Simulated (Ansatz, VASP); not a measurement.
# BaB2 (BaB2 in the AlB2 type) in two plane-wave programs, part 2 of 2

Wanted: the spread between two codes on one cell, functional and k mesh. The cell is generated by rule, not measured, and may not be a known phase. The cell is taken from a series of runs on this material, whose earlier steps may have relaxed, scaled, displaced or heated it; both programs get it as it stands.

VASP 6.6.1 and Ansatz 0.2.0.

So far: Set-up; VASP: zone-centre phonons, PBE.

The structure was built from a prototype and need not be the compound's stable phase.

### Step 3. Ansatz: zone-centre phonons, PBE

Level of this step: Ansatz beside VASP: Kohn-Sham DFT, plane waves, PBE (Ansatz).

Ansatz runs on its PAW soft_1 files.

The same cell, functional, mesh and smearing now go to Ansatz, which takes its cutoff from its data sets.

input.yaml

```yaml
crystal:
  lattice:
    - [3.2769617576, 0.0, 0.0]
    - [-1.6384808788, 2.8379321293, 0.0]
    - [0.0, 0.0, 4.9270407657]
  atoms:
    - { symbol: Ba, position: [0.0, 0.0, 0.0] }
    - { symbol: B, position: [0.3333333333, 0.6666666667, 0.5] }
    - { symbol: B, position: [0.6666666667, 0.3333333333, 0.5] }
kpoints:
  mp_grid: { grid: [6, 6, 4] }
hamiltonian:
  xc: pbe
  pseudopotentials: { kind: paw, azcp: { folder: soft_1 } }
scf:
  occupations: { method: methfessel_paxton, width: 0.2 }
output:
  eigenvalues: true
phonons:
  method: dfpt
  qmesh: [2, 2, 2]
  temperatures: { t_max: 1000, t_step: 50 }
  qpath:
    path:
      - [[0.0, 0.0, 0.0], [0.5, 0.0, 0.0], [0.33333333, 0.33333333, 0.0], [0.0, 0.0, 0.0], [0.0, 0.0, 0.5], [0.5, 0.0, 0.5], [0.33333333, 0.33333333, 0.5], [0.0, 0.0, 0.5]]
      - [[0.5, 0.0, 0.5], [0.5, 0.0, 0.0]]
      - [[0.33333333, 0.33333333, 0.5], [0.33333333, 0.33333333, 0.0]]
    npoints: 10
```

Started as:

```sh
$ ansatz run input.yaml --threads 4 --pin off --max-ram 12288MiB --backend cpu --events-out ev --progress --plain --runs-dir out
```

Numbers of over 12 decimals in the logs are rounded to 6 here.

What it wrote:

```text
Warning: phonons: the dynamical matrix that this run interpolates holds no multipole term above the dipole-dipole one, and a site of this crystal is no centre of inversion, so its interpolated transverse optical and acoustic branches and sound speeds can stay off near Gamma, and the density of states and the thermodynamics with them. What a run solves at a wave vector of phonons.qpoints, Gamma apart, where the deck admits one, is free of this, and under fd what a larger phonons.supercell samples
Engine: ansatz 0.2.0, x86_64-unknown-linux-gnu
Pseudopotentials: kind: paw
Pseudopotential: Ba, paw, valence charge 10, recommended cutoff 420 eV (normal), soft_1/Ba.paw.azcp
Pseudopotential: B, paw, valence charge 3, recommended cutoff 420 eV (normal), soft_1/B.paw.azcp
Functional definition: PBE
  parameter kappa = 0.804
  parameter beta = 0.066725
  exchange = pbe_x(kappa = kappa, mu = beta*pi^2/3)
  correlation = pbe_c(beta = beta)
Crystal: 3 atoms, lattice volume = 45.820 Å³
Basis set: ecut = 420 eV, 929 PW (Γ), exchange–correlation on 48×48×72 points (8 copies of the dense FFT grid, shifted against one another)
Bands: 12, of which v1, the nominal top of the filled ones, is band 8 counted from 1 (7 counted from 0)
Symmetry: 24 space group operations
k-points: 21 of 144
Non-local potential: Ba, projectors of the file, l = 0: 3, l = 1: 2, l = 2: 2, l = 3: 2
Non-local potential: B, projectors of the file, l = 0: 2, l = 1: 2, l = 2: 1
PAW form: soft (Blöchl's): semilocal exchange-correlation on the pseudo side does not see the compensation charge
PAW one-centre angular grid: Ba, 194 points (default); XC on 64 Gauss nodes
PAW one-centre angular grid: B, 110 points (default); XC on 64 Gauss nodes
Initial density: superposition of atomic densities (chi_scale 0.1, normalization cell, long waves kept (reshape's long-wave potential 0.01 eV rms))
Initial wavefunctions: pseudopotential atomic-orbital guess
Functional: x = pbe(κ = 0.804, μ = 0.219515), c = pbe(β = 0.066725)
SCF iter   1: F=—  HF=-6260.525366 eV  |F-HF|=—  |Δ(HF+E_count)|=         —  Δρ=2.79e-2  dr2=3.00e-1  ethr=3.10e-3  ⟨swp⟩=8.3  Hψ=1899  notcnv=0
preconditioner: auto → none  [metal: Δε(μ)=0.030 eV  Ē_g=11.006 eV  σ=0.200 eV  W_gap=0.13  n_scr=8 (ndim 8)  ℏωp=20.5 eV  f_vac=0.000  D(μ)=2.11/eV (n_scr^D=22)  sad-step TF]
SCF iter   2: F=—  HF=-6260.492494 eV  |F-HF|=—  |Δ(HF+E_count)|=   3.29e-2  S|Δr|=    0.00e0  Δρ=1.70e-2  dr2=1.34e-1  ethr=1.88e-3  ⟨swp⟩=1.0  Hψ=420  notcnv=0
SCF iter   3: F=—  HF=-6260.474579 eV  |F-HF|=—  |Δ(HF+E_count)|=   1.79e-2  S|Δr|=    0.00e0  Δρ=5.01e-3  dr2=4.36e-2  ethr=8.35e-4  ⟨swp⟩=2.6  Hψ=434  notcnv=0
SCF iter   4: F=—  HF=-6260.468011 eV  |F-HF|=—  |Δ(HF+E_count)|=   6.57e-3  S|Δr|=    0.00e0  Δρ=1.23e-3  dr2=5.53e-4  ethr=2.73e-4  ⟨swp⟩=1.1  Hψ=303  notcnv=0
SCF iter   5: F=—  HF=-6260.468368 eV  |F-HF|=—  |Δ(HF+E_count)|=   3.56e-4  S|Δr|=    0.00e0  Δρ=3.32e-4  dr2=6.19e-5  ethr=3.45e-6  ⟨swp⟩=2.1  Hψ=401  notcnv=0
SCF iter   6: F=—  HF=-6260.468340 eV  |F-HF|=—  |Δ(HF+E_count)|=   2.81e-5  S|Δr|=    0.00e0  Δρ=9.83e-5  dr2=4.91e-6  ethr=3.87e-7  ⟨swp⟩=2.3  Hψ=387  notcnv=0
SCF iter   7: F=—  HF=-6260.468344 eV  |F-HF|=—  |Δ(HF+E_count)|=   4.17e-6  S|Δr|=    0.00e0  Δρ=1.08e-5  dr2=5.35e-8  ethr=3.07e-8  ⟨swp⟩=2.2  Hψ=387  notcnv=0
SCF iter   8: F=—  HF=-6260.468341 eV  |F-HF|=—  |Δ(HF+E_count)|=   2.35e-6  S|Δr|=    0.00e0  Δρ=1.29e-6  dr2=3.40e-10  ethr=3.34e-10  ⟨swp⟩=2.6  Hψ=415  notcnv=0  defer=1
SCF iter   9: F=-6260.468341 eV  HF=-6260.468341 eV  |F-HF|=2.73e-12  |Δ(HF+E_count)|=  8.16e-10  S|Δr|=    0.00e0  Δρ=8.45e-8  dr2=3.42e-12  ethr=1.00e-12  ⟨swp⟩=5.0  Hψ=1352  notcnv=0
SCF 1 converged in 9 iterations: F = -6260.468341 eV  dr2 = 3.42e-12
  greatest PAW one-centre occupation: 0.955 electrons in one spin orbital (limit 2), on the Ba atom at site 0 (counted from 0), in its partial waves of l = 0
Initial density: read from a saved state, or passed on in memory by an earlier SCF of this step, an earlier step, the calling program or the single point that the run made first
iter 1 solved again at ethr=1.34e-6 eV; its pass at ethr=3.10e-3 eV (dr2=2.14e-4 eV) is discarded
SCF iter   1: F=—  HF=-6260.468344 eV  |F-HF|=—  |Δ(HF+E_count)|=         —  Δρ=1.32e-6  dr2=8.86e-10  ethr=1.34e-6  ⟨swp⟩=2.5  Hψ=2511  notcnv=0
eigensolver tolerance schedule: the retry pair's looser diagonalisation over-reported the residual by 241131.40 of it (diagonalisation noise at an unbounded share of the residual, at the tolerance the schedule requests for it); recorded, not acted on — ethr = c·dr2/N_el stays at c = 1.0e-1
preconditioner: auto → none  [metal: Δε(μ)=0.037 eV  Ē_g=11.066 eV  σ=0.200 eV  W_gap=0.16  n_scr=8 (ndim 8)  ℏωp=20.5 eV  f_vac=0.000  D(μ)=2.44/eV (n_scr^D=22)]
SCF iter   2: F=—  HF=-6260.468341 eV  |F-HF|=—  |Δ(HF+E_count)|=   2.27e-6  S|Δr|=    0.00e0  Δρ=9.37e-7  dr2=8.96e-10  ethr=5.54e-12  ⟨swp⟩=3.8  Hψ=643  notcnv=0
SCF iter   3: F=—  HF=-6260.468341 eV  |F-HF|=—  |Δ(HF+E_count)|=  1.40e-10  S|Δr|=    0.00e0  Δρ=5.01e-7  dr2=1.18e-10  ethr=5.54e-12  ⟨swp⟩=1.0  Hψ=252  notcnv=0
SCF iter   4: F=—  HF=-6260.468341 eV  |F-HF|=—  |Δ(HF+E_count)|=  1.36e-11  S|Δr|=    0.00e0  Δρ=3.54e-7  dr2=6.01e-11  ethr=1.00e-12  ⟨swp⟩=1.0  Hψ=252  notcnv=0
SCF iter   5: F=-6260.468341 eV  HF=-6260.468341 eV  |F-HF|=3.64e-12  |Δ(HF+E_count)|=  1.27e-11  S|Δr|=    0.00e0  Δρ=1.29e-7  dr2=6.97e-12  ethr=1.00e-12  ⟨swp⟩=1.7  Hψ=785  notcnv=0
SCF 2 converged in 5 iterations: F = -6260.468341 eV  dr2 = 6.97e-12
phonons: the bands overlap, so this run is a metal and interpolates without the dipole-dipole term. If the crystal is really an insulator or semiconductor, its LO-TO splitting is missing
NSCF: frozen V_eff on 21 k-points
WARN: eigensolver did not converge in 6 slots of this pass, the one above among them; of largest residual over every band (k=14): 1 band(s) unlocked (lowest unlocked band 11, counted from 0; max residual 2.51e-1 eV among the unlocked bands, 2.51e-1 eV over every band); of lowest unlocked band (k=6): band 11
NSCF: frozen V_eff on 39 k-points
DFPT response loops at q = (0, 0, 0) (fractional): preconditioner auto → Kerker (q_TF=auto, 2.289 Å⁻¹) (partly filled bands, converged f_vac=0.000); β = 1.00, the filter's whole step (`scf.mixing.beta` (0.50) is not read by the response loops under this deck's `scf.mixing.preconditioner`; to damp them name `kerker` or `kerker_dos`, under which they read `scf.mixing.beta`, and type it under 1.00, their step now; both keys bind the ground state too); Broyden in place of MSR1
NSCF: frozen V_eff on 78 k-points
DFPT response loops at q = (0, 0, -0.5) (fractional): mixed as the last ones told, above
NSCF: frozen V_eff on 78 k-points
DFPT response loops at q = (0, -0.5, 0) (fractional): mixed as the last ones told, above
NSCF: frozen V_eff on 78 k-points
DFPT response loops at q = (0, -0.5, -0.5) (fractional): mixed as the last ones told, above
SCF converged after 9 iterations
Stability not checked: this state was not tested for a lower state beside it, because cold or Methfessel-Paxton smearing, or corrected tetrahedra, fill the levels in a way that the test cannot read (fill_not_monotonic; see scf.lower_state_search)
Free energy (F): -6260.468341 eV
Harris-Foulkes:  -6260.468341 eV  (|F-HF|=2.73e-12)
Internal energy: -6260.457888 eV  (E = F + TS)
E sigma→0 (E₀):  -6260.465728 eV
Entropy (-TS):   -0.010454 eV (-3.485 meV/atom)
Fermi energy:    11.203860 eV
--- Per-component energies (eV) ---
  E_band       = 18.709374
  E_kinetic    = 253.041789
  E_local      = -214.126229  (includes V_loc(G=0)·N_el)
  E_nonlocal   = 111.945409
  E_hartree    = 59.832037
  E_xc         = -262.577936
  E_vxc        = -204.080307  (∫ρ·V_xc dr)
  E_paw        = -5352.213784  (= ΣΔE_a)
  E_vpaw       = -47.735359  (= ΣTr[D̂ρ^β])
  E_aug_tail   = 0.000007  (compensation charges beyond the density's cutoff)
  E_ewald      = -856.359182
  E_smearing   = -0.010454  (= −TS)
  E_closure    = -0.000000  (closes the sum)
  Σ components = -6260.468341   (vs F -6260.468341, Δ=0.00e0)
--- Band table (eV; the first three rows and the last of 21) ---
  k-point 0: bands = [... 4 lower, 1.4367, 10.5264, 11.6189, 11.7687, 11.7687, 15.4146, 15.4146, 15.6035]
  k-point 1: bands = [... 4 lower, 2.3312, 9.2652, 11.8896, 11.8896, 12.0445, 15.0173, 15.0173, 15.6429]
  k-point 2: bands = [... 4 lower, 3.3390, 8.0658, 12.0320, 12.0320, 12.2641, 14.6432, 14.6432, 15.6844]
  k-point 20: bands = [... 4 lower, 5.0586, 5.0586, 8.4499, 12.4531, 12.4531, 15.6483, 15.6483, 16.4690]
--- Phonons (Γ-DFPT): 4 representative perturbations + reference (Σ response iterations 12) ---
  ASR residual: 3.619e-5 → 0.000e0 eV/Å²; symmetrization residual: 1.248e-6 eV/Å²
  ASR residual per site (eV/Å²): 3.62e-5 1.78e-5 1.78e-5
  Γ frequencies (cm⁻¹): -460.95 -460.95 0.00 0.00 0.00 192.81 192.81 271.14 608.81
--- Phonons (arbitrary-q DFPT): 4 irreducible q on the 2×2×2 mesh ---
  q = [0.0000, 0.0000, 0.0000] (star 1, of the zone-centre solve; hermiticity 2.89e-7, symmetrization 1.59e-13): -460.95 -460.95 -0.00 -0.00 0.00 192.81 192.81 271.14 608.81
  q = [0.0000, 0.0000, -0.5000] (star 1, 4 solved perturbations in 120 linear systems a pass and spin channel, the states on 39 of 144 k-point pairs; hermiticity 2.12e-12, symmetrization 1.06e-12): -480.11 -480.11 75.64 75.64 92.65 177.94 177.94 327.80 550.33
  q = [0.0000, -0.5000, 0.0000] (star 3, 6 solved perturbations on 39 of 144 k-point pairs; hermiticity 7.26e-8, symmetrization 5.04e-15): -32.97 78.46 140.17 381.85 384.42 389.20 452.04 452.62 484.47
  q = [0.0000, -0.5000, -0.5000] (star 3, 6 solved perturbations on 39 of 144 k-point pairs; hermiticity 1.90e-7, symmetrization 1.32e-14): 51.40 61.20 85.03 372.54 382.79 445.36 454.51 460.08 486.20
  sum rule: each row above includes the acoustic sum rule's correction from the zone centre's row sums; it moved no ω² by more than (0.67 cm⁻¹)²
  mesh force constants: q→R imaginary residual 1.76e-17; ASR residual 3.619e-5 → 0.000e0 eV/Å²; symmetrization residual 4.441e-15 eV/Å²
  interpolated dispersion: 93 rows × 9 modes
  density of states and harmonic sums: on the 22×22×14 q-mesh, interpolated from the force constants of a 2×2×2 supercell (no non-analytic term)
  largest difference from the sums on the solved wave vectors: F 1.59e-1 eV, S 2.12e-4 and C_V 6.33e-5 eV/K
  zero-point energy: 0.147809 eV/cell   skipped modes (ω ≤ 0): 300, of them read as no rigid motion or as one in doubt: 297 (6.341e-1 modes/cell left out, lowest -480.11 cm⁻¹)   left out of the sums: 7.05e-2 of the cell's modes: C_V's classical limit lies that fraction below 3 k_B per atom; for a crystal, a wire or a layer, F and S can be off by more, and a phonons.interpolated_qmesh denser along its periods is the remedy for the sampling
```

### Step 4. Comparison

Known differences besides the potentials themselves: VASP's run holds the zone centre alone; the cutoff is 420 eV in Ansatz and 500 eV in VASP. Total energies have different zeros and are not compared.

Compared:

```tsv
quantity	Ansatz	VASP	difference
optical mode 1 to 2 (imaginary, printed as negative) (cm⁻¹)	-460.9	-466.4	+5.5
optical mode 3 to 4 (cm⁻¹)	192.8	201.1	-4.10 %
optical mode 5 (cm⁻¹)	271.1	285.6	-5.05 %
optical mode 6 (cm⁻¹)	608.8	617.9	-1.46 %
```

Modes are paired by rising frequency, not by their patterns, so a pair may set unlike modes beside each other; they are those without the splitting of longitudinal modes.

### Step 5. Results

```json
{
 "r.m.s. difference of the optical zone-centre modes, each program's sorted by frequency (zone-centre phonons, PBE)": "9.0 cm⁻¹",
 "difference in optical mode 5 (zone-centre phonons, PBE)": "-5.0 %"
}
```

In words: The r.m.s. difference of the optical zone-centre modes, each program's sorted by frequency is 9.0 cm⁻¹ (zone-centre phonons, PBE). Among the rows given in per cent, the largest difference of the zone-centre phonons, PBE pair is in optical mode 5, -5.0 %. 3 further runs of this series are not shown here. How closely two codes agree says nothing of how well the functional describes the real material.

[Lines on the potential files, build, host, timing and source positions are cut from VASP's logs without a mark.]

[Logs are printed without paths, hosts, clocks, repeated set-up lines and the standing remarks that a program may print on its own settings, such as how far it seeks lower states.]

[Hosts, paths, dates, database ids (printed as entryN), source tags and the programs' standing remarks are cut or masked in the printed files.]
